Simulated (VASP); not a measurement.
BP (zinc blende): the lattice constant a from VASP (plane waves, PAW) at several levels of theory. Static lattice.

| level | lattice constant a (Å) | error against measurement |
|---|---|---|
| LDA | 4.490 | -0.8 % |
| PBE | 4.547 | +0.5 % |
| PBEsol | 4.522 | -0.1 % |
| RPBE | 4.572 | +1.0 % |
| AM05 | 4.520 | -0.1 % |
| PBE-D3(BJ) | 4.506 | -0.4 % |
| PBE-D4 | 4.503 | -0.5 % |
| optB88-vdW | 4.553 | +0.6 % |
| rev-vdW-DF2 | 4.539 | +0.3 % |
| revTPSS | 4.532 | +0.1 % |
| SCAN | 4.523 | -0.0 % |
| r2SCAN | 4.533 | +0.2 % |
| r2SCAN+rVV10 | 4.528 | +0.1 % |
| HSEsol | 4.505 | -0.5 % |

Measured: 4.525 Å at 0 K (as given by Daniel Mejia-Rodriguez et al., Physical Review B (2018), arXiv:1807.09216; static lattice: zero-point anharmonic expansion removed).

The cell of the LDA run:

```xyz
2
Lattice="0.0000 2.2451 2.2451 2.2451 0.0000 2.2451 2.2451 2.2451 0.0000" Properties=species:S:1:pos:R:3 pbc="T T T"
B      0.0000     0.0000     0.0000
P      1.1225     1.1225     1.1225
```

Only levels that ran to the end are used. Left out are those held back, those with too coarse a band path, GW runs whose mesh misses a band edge, hybrids' fits of cells that aren't cubic and levels without matching references; a question may draw on a part of the rest.

The compound is BP in the zinc blende structure.
